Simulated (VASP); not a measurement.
# HfC under biaxial (111) strain with PBEsol: normal strain, in-plane stress, strain energy and elastic moduli

A hard carbide coating that grows with (111) planes parallel to its substrate is stretched or compressed equally in two directions, while its free surface leaves the normal direction unloaded. Converting a measured lattice strain into film stress, or into the stored energy that can drive cracking and peeling, requires the elastic response for this orientation. For rocksalt HfC the response is calculated with PBEsol for in-plane strains between −2 % and +2 %. Strains and energies are counted from the relaxed PBEsol crystal, with tension positive, and the lattice is static. The questions are which moduli follow from the small-strain response and at what strain the linear law becomes too coarse.

## Calculations

The start is a typed prototype cell. The crystal was relaxed with PBEsol. Equal strain is imposed in the (111) plane; the strain along the normal is adjusted until the normal stress vanishes, and the atoms are relaxed with PBEsol. VASP 6.6.1, plane waves with PAW, cutoff 600 eV, no spin polarisation, no spin-orbit coupling, k mesh 19×19×19, static lattice. The same in all rows: band gap on the k mesh at PBEsol: 0.000 eV.

Notes on method and selection:

- Runs that did not converge, have known faults or may not be shown are not listed, and runs on Ansatz's PAW sets soft_1 and soft_2 are kept to separate tables.

Columns:

- strain (%): strain in the plane (tension positive).
- normal strain (%): strain along the normal.
- stress (GPa): in-plane stress, tension positive.
- strain energy (meV/atom): energy per atom above the relaxed crystal.

Input lines of one member:

```
PREC = Accurate
ENCUT = 600
EDIFF = 1E-07
NELM = 120
ISMEAR = 1
SIGMA = 0.15
LREAL = .FALSE.
ALGO = Normal
GGA = PS
NBANDS = 14
LASPH = .TRUE.
LORBIT = 11
KPAR = 2
IBRION = 1
NSW = 25
```

Command (options for logging and memory left out): `mpirun -np 2 vasp_std`

## Computed values

| member | strain (%) | normal strain (%) | stress (GPa) | strain energy (meV/atom) |
| --- | --- | --- | --- | --- |
| −2 % | −2.0 | 1.146 | −11.70 | 17.76 |
| −1.5 % | −1.5 | ? | ? | ? |
| −1 % | −1.0 | 0.570 | −5.64 | 4.434 |
| −0.5 % | −0.5 | 0.281 | −2.77 | 1.142 |
| 0 % | 0.0 | −0.003 | 0.01 | 6.55×10⁻⁴ |
| +0.5 % | 0.5 | −0.287 | 2.70 | 0.9537 |
| +1 % | 1.0 | −0.570 | 5.30 | 3.946 |
| +1.5 % | 1.5 | −0.852 | 7.82 | 8.912 |
| +2 % | 2.0 | −1.136 | 10.24 | 15.81 |

Cells marked ? are withheld until the estimate has been made.

Least-squares fits to the members shown, with x = strain (%); R² and errors in the fitted variable (y, or ln y where the fit is in ln y):

| y | members | fit | R² | rms residual | leave-one-out rms | the same for the mean of the others |
| --- | --- | --- | --- | --- | --- | --- |
| normal strain (%) | 8 | y = 4.887×10⁻⁴ − 0.5699 x | 1.00 | 0.0033 | 0.0053 | 0.81 |
| stress (GPa) | 8 | y = −0.2801 + 5.467 x | 1.00 | 0.28 | 0.47 | 7.8 |

## Interpretation

In-plane tension thins the crystal along the normal, and compression thickens it. Between −1 % and +1 % the normal strain changes by (−0.570 − 0.570) / 2.0 = −0.570 per unit of in-plane strain. The stress rises over the same interval by (5.30 + 5.64) / 2.0 = 5.47 GPa per percent, a biaxial modulus $M$ of 5.47 × 100 = 547 GPa.

With zero normal stress, the volume change is resisted by the bulk modulus $B$ and the change of shape by the shear modulus $C_{44}$. Writing $r = 0.570$ for the thinning ratio,

$$B = \frac{2M}{3(2-r)}, \qquad C_{44} = \frac{M}{2(1+r)}.$$

These give $B$ = 2 × 547 / (3 × (2 − 0.570)) = 255 GPa and $C_{44}$ = 547 / (2 × (1 + 0.570)) = 174 GPa. Only the sum $C_{11}+2C_{12} = 3B$ follows from this loading, not its two parts. Hf and C both stay on inversion centres, so no internal displacement softens the response.

The linear stress law is off by about 3 % at ±1 %. At ±2 % it predicts 2 × 5.47 = 10.94 GPa in magnitude, against 11.70 GPa in compression and 10.24 GPa in tension, errors of 6 to 7 %. The crystal stiffens when compressed because short-range repulsion rises steeply as the bonds shorten. The normal strain stays much closer to a straight line: it depends on the ratio $C_{44}/B$, and inserting the ±2 % rows into the same formulas shows both moduli falling by similar fractions from compression to tension.

The strain energy, summed over the two signs, grows by a factor of (17.76 + 15.81) / (4.434 + 3.946) = 4.01 when the strain doubles from 1 % to 2 %, as a quadratic law requires. Compression costs more than tension, but the excess is relatively largest at ±0.5 %, where anharmonicity should matter least. This suggests an energy minimum slightly on the tensile side of the zero-stress cell, possibly an effect of the finite plane-wave basis on the calculated stress.

## Blind estimate

Plain estimates from the members shown:

- −1.5 %, fit at x = −1.5: 0.855 %
- −1.5 %, straight-line interpolation between −2 % and −1 %: w = (−1.5 − (−2.0)) / (−1.0 − (−2.0)) = 0.500, so 1.146 + 0.500 × (0.570 − 1.146) = 0.858 %

The missing normal strain at −1.5 % lies midway between two shown members, and the straight-line interpolation between them gives 0.858 %. This is preferable to the fit over all members, whose single slope averages over compression and tension and passes below the −2 % row: 0.0005 + 0.5699 × 2.0 = 1.140 %, against 1.146 % in the table.

Curvature could shift the interpolated value. The rows at −2 %, −1 % and 0 % give slopes of −0.576 and −0.573, hence a quadratic coefficient of (−0.573 + 0.576) / 2.0 = 0.0015 per percent. Halfway along a 1 % interval this lowers the value by 0.0015 × 0.5 × 0.5 = 0.0004 %, which is below the printed rounding, so no correction is made. Nothing else argues for a shift, since symmetry excludes an internal displacement and the stress varies smoothly through the neighbouring rows.

The same midpoint rule can be tried on three shown members. At +1.5 % it gives (−0.570 − 1.136) / 2 = −0.853 % against −0.852 %, at +0.5 % (−0.003 − 0.570) / 2 = −0.2865 % against −0.287 %, and at −0.5 % (0.570 − 0.003) / 2 = 0.2835 % against 0.281 %. The root-mean-square miss is 0.0016 %, which is rounded up to 0.002 % for the error bar.

**Committed estimate, −1.5 %: normal strain = 0.858 ± 0.002 %.**

## Result

| member | strain (%) | normal strain (%) | stress (GPa) | strain energy (meV/atom) |
| --- | --- | --- | --- | --- |
| −1.5 % | −1.5 | 0.857 | −8.62 | 9.955 |

| member | estimate | normal strain (%) | computed | estimate − computed | miss in error bars |
| --- | --- | --- | --- | --- | --- |
| −1.5 % | committed | 0.858 | 0.857 | +0.001 | 0.5 |
| −1.5 % | fit | 0.855 | 0.857 | −0.002 |  |
| −1.5 % | interpolation | 0.858 | 0.857 | +0.001 |  |

The computed normal strain at −1.5 % is 0.857 %, against an estimate of 0.858 ± 0.002 %. The estimate is inside its error bar and no better than the straight-line interpolation, with which it is identical. The fit over all members misses by 0.002 % on the low side, as expected from a line that also passes below the −2 % row. The neglected curvature correction had the right sign, but it is too small for the printed digits to test.

The new row says more about the stiffness. Its stress of −8.62 GPa gives a secant biaxial modulus of 862 / 1.5 = 575 GPa, and its thinning ratio is 0.857 / 1.5 = 0.571. The earlier formulas then give $B$ = 2 × 575 / (3 × (2 − 0.571)) = 268 GPa and $C_{44}$ = 575 / (2 × (1 + 0.571)) = 183 GPa. Both are about 5 % above the small-strain values of 255 and 174 GPa. Compression therefore stiffens the resistance to volume change and to shear almost equally, which is why the normal strain stays nearly linear while the stress does not.

## Members off the line

Least-squares fits to the whole series, with x = strain (%); R² and errors in the fitted variable (y, or ln y where the fit is in ln y):

| y | members | fit | R² | rms residual | leave-one-out rms | the same for the mean of the others |
| --- | --- | --- | --- | --- | --- | --- |
| normal strain (%) | 9 | y = 6.667×10⁻⁴ − 0.5701 x | 1.00 | 0.0032 | 0.0044 | 0.83 |
| stress (GPa) | 9 | y = −0.2956 + 5.481 x | 1.00 | 0.27 | 0.39 | 8.0 |

Largest departures from the fit to the whole series:

| member | normal strain (%) | fit | computed − fit | in rms residuals |
| --- | --- | --- | --- | --- |
| −2 % | 1.146 | 1.141 | +0.005 | 1.6 |
| −0.5 % | 0.281 | 0.286 | −0.005 | 1.5 |
| 0 % | −0.003 | 0.001 | −0.004 | 1.2 |
| +2 % | −1.136 | −1.140 | +0.004 | 1.1 |

The largest departures from the straight line are only 0.005 %, and most of their pattern is a weak curvature. The −2 % and +2 % rows lie above the line by 0.005 and 0.004 %, while the 0 % row lies below it by 0.004 %. Finite-strain geometry and anharmonic bonding both contribute at this order.

The normal strain of −0.003 % at zero imposed strain has a numerical origin. The reference crystal was left very slightly too large, as its remaining in-plane tension of 0.01 GPa shows. This corresponds to an excess length of 0.01 / 5.47 = 0.0018 % in every direction, and releasing the normal stress then gives −(1 + 0.570) × 0.0018 = −0.003 %. All rows share this offset, so it shifts the line without bending it.

The −0.5 % row, 0.005 % below the line, has a further small error of its own. The adjustment of the normal strain stopped with a slight compressive normal stress still present, so the crystal had not thickened quite far enough.

## Rules of thumb and their limits

Between −2 % and +2 %, the normal strain is −0.570 times the in-plane strain to within about 0.006 %, and a missing member between two neighbours can be interpolated to about 0.002 %. The stress needs a quadratic term, whose coefficient follows from the ±2 % rows as (10.24 − 11.70) / (2 × 4) = −0.18. With $x$ in percent, $\sigma = 5.47x - 0.18x^2$ GPa reproduces the nine rows with a typical miss of 0.02 GPa, against 0.27 GPa for the straight line. The linear term alone is good to about 5 % up to a strain of roughly 1.5 % in either direction.

For a film with a free surface, a (111) spacing reduced by 0.1 % relative to the unstrained crystal corresponds to an in-plane tension of 0.1 × 5.47 / 0.570 = 0.96 GPa.

Two omitted effects can exceed the error of this formula. Thermal motion lowers the stiffness somewhat at room temperature, and carbon vacancies, common in real carbide films, lower it further by removing Hf–C bonds.

[Logs are printed without paths, hosts, clocks, repeated set-up lines and the standing remarks that a program may print on its own settings, such as how far it seeks lower states.]
